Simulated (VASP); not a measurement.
Set up this calculation in VASP 6.6.1, as the native input.

```yaml
Task: relaxation of cell and atoms
Functional: PBE
Potentials_or_basis: VASP PAW PBE potentials, release 64 (Al)
Cutoff: 350 eV
k_mesh: 18 × 18 × 18
Occupations: gaussian, width 0.1 eV
Spin: no spin polarisation
Further_INCAR_settings: ALGO = Normal; EDIFF = 1e-07; IBRION = 2; EDIFFG = -0.002; NSW = 80; ISIF = 3
```

The structure of Al lies in POSCAR:

```
Al                                      
1.0
    0.0000000000      2.0199944526      2.0199944526
    2.0199944526      0.0000000000      2.0199944526
    2.0199944526      2.0199944526      0.0000000000
  Al            
     1
Direct
     0.0000000000000000    0.0000000000000000    0.0000000000000000
```

The input as run:

INCAR

```
SYSTEM = Al
PREC     = Accurate       ! precision mode
ENCUT    = 350            ! plane-wave cutoff, eV
EDIFF    = 1E-7           ! SCF threshold, eV
ISMEAR   = 0              ! smearing method
SIGMA    = 0.1            ! smearing width, eV
LREAL    = .FALSE.        ! projectors in reciprocal space
LASPH    = .TRUE.         ! aspherical terms in the spheres
NELM     = 100            ! most SCF steps
ALGO     = Normal         ! electronic algorithm
ISIF     = 3              ! what is computed and relaxed
LWAVE    = .FALSE.        ! write WAVECAR
LCHARG   = .FALSE.        ! write CHGCAR
GGA      = PE             ! functional
IBRION   = 2              ! ionic algorithm
NSW      = 80             ! ionic steps
EDIFFG   = -0.002         ! ionic threshold
```

KPOINTS

```
Automatic mesh
0
G
  18 18 18
  0 0 0
```

Potentials or basis: VASP PAW PBE potentials, release 64 (Al).

The run is started by

```bash
$ cat potpaw_PBE.64/Al/POTCAR > POTCAR
$ mpirun -np 1 vasp_std > vasp.out
```

Results of the run:

* Pressure after relaxing: 0.0 GPa
* Band gap on the k mesh: none (metal or under the smearing width)

Caveat: the relaxation stopped at its first step, so nothing moved.

Run time: 6.4 s on 1 thread of Intel(R) Xeon(R) Platinum 8559C (Emerald Rapids) (shared host), peak memory 0.12 GiB.
